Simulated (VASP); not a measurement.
## AlN (zinc blende): computed properties

Method: PBEsol GGA, VASP's PBE PAW potentials (set 64) (plane waves; VASP).

```yaml
space_group: F-43m (216)
cell: a = 4.378 Å, b = 4.378 Å, c = 4.378 Å, α = 90.00°, β = 90.00°, γ = 90.00°
volume_per_atom: 10.49 Å³/atom
band gap (over mesh and band path): 3.18 eV
smallest direct gap (over mesh and band path): 4.08 eV
hill_bulk_modulus: 202 GPa
hill_shear_modulus: 119 GPa
Poisson's ratio: 0.253
band_edge_character: indirect, Γ to X
density: 3.25 g/cm³
mean ε∞ (DFPT): 4.64
mean ε∞ (independent particles): 4.82
C11: 288 GPa
C12: 159 GPa
C44: 180 GPa
```

```cif
data_Al4N4
_chemical_formula_sum 'Al4 N4'
_space_group_name_H-M_alt 'F-43m'
_space_group_IT_number 216
_space_group_name_Hall 'F -4 2 3'
_cell_length_a 4.37753
_cell_length_b 4.37753
_cell_length_c 4.37753
_cell_angle_alpha 90.000
_cell_angle_beta 90.000
_cell_angle_gamma 90.000
loop_
_atom_site_label
_atom_site_type_symbol
_atom_site_symmetry_multiplicity
_atom_site_Wyckoff_symbol
_atom_site_fract_x
_atom_site_fract_y
_atom_site_fract_z
_atom_site_occupancy
Al1 Al 4 a 0.00000 0.00000 0.00000 1
N1 N 4 d 0.75000 0.75000 0.75000 1
```
(The calculation used a cell of 2 atoms; values per cell refer to that cell.)

Measured: gap 5.34 eV (computed value off by -2.16 eV), as given by Daiki Deguchi et al., Japanese Journal of Applied Physics (2016), arXiv:1512.06930.

The compound is AlN in the zinc blende structure, a metastable form; wurtzite is the usual one. It was relaxed first. Symmetry was kept, so distortions that lower it aren't found.
